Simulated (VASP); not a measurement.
The input files of a VASP run:

**KPOINTS**
```
Automatic mesh
0
Gamma
9 9 5
0 0 0
```

**POSCAR**
```
Mg3Sb2
1.0
  2.0303426818  -3.5166592686   0.0000000000
  2.0303426818   3.5166592686   0.0000000000
  0.0000000000   0.0000000000   6.3568296245
Mg Sb
3 2
Cart
  2.0303426818   3.5166592686   0.0000000000
  2.0303426818   1.1722221006   3.9888010294
  2.0303426818  -1.1722221006   2.3680285951
  2.0303426818   1.1722221006   1.3411287444
  2.0303426818  -1.1722221006   5.0157008801
```

INCAR:
```
ALGO = Normal
EDIFF = 1E-6
EDIFFG = -0.02
ENCUT = 500
IBRION = 2
ISIF = 3
ISMEAR = 1
LASPH = .TRUE.
LCHARG = .FALSE.
LMAXMIX = 4
LREAL = .FALSE.
LWAVE = .FALSE.
NELM = 100
NSW = 40
PREC = Accurate
PSTRESS = 300
SIGMA = 0.1
SYSTEM = Mg3Sb2
```

POTCAR, in this order: Mg Sb (LDA.64 set). Program: vasp_std.

Question: Write an equivalent input for Quantum ESPRESSO's pw.x.

Answer: One equivalent input (not run):
```
&CONTROL
  calculation = 'vc-relax'
  pseudo_dir = './pseudo'
  outdir = './out'
  tprnfor = .true.
  tstress = .true.
  nstep = 40
  forc_conv_thr = 0.00078
/
&SYSTEM
  ibrav = 0
  nat = 5
  ntyp = 2
  ecutwfc = 84
  occupations = 'smearing'
  smearing = 'methfessel-paxton'
  degauss = 0.00735
  input_dft = 'pz'
/
&ELECTRONS
  conv_thr = 7.3e-08
  electron_maxstep = 100
/
&IONS
/
&CELL
  press = 300
/
ATOMIC_SPECIES
  Mg 24.305 Mg.upf
  Sb 121.760 Sb.upf
CELL_PARAMETERS angstrom
     2.0303427   -3.5166593    0.0000000
     2.0303427    3.5166593   -0.0000000
    -0.0000000   -0.0000000    6.3568296
ATOMIC_POSITIONS crystal
  Mg   0.0000000  1.0000000  0.0000000
  Mg   0.3333330  0.6666670  0.6274828
  Mg   0.6666670  0.3333330  0.3725172
  Sb   0.3333330  0.6666670  0.2109745
  Sb   0.6666670  0.3333330  0.7890255
K_POINTS automatic
  9 9 5 0 0 0
```
Limits of the translation: the potentials are each code's own (VASP's PAW set, PseudoDojo norm-conserving files in pw.x), so ENCUT and ecutwfc are chosen apart and not converted; conv_thr bounds pw.x's estimated SCF error, while EDIFF bounds the energy change between steps; forc_conv_thr acts on force components and is met together with etot_conv_thr.

The compound is Mg3Sb2 in the a-la2o3 structure. It was relaxed first under an external pressure of 30 GPa.
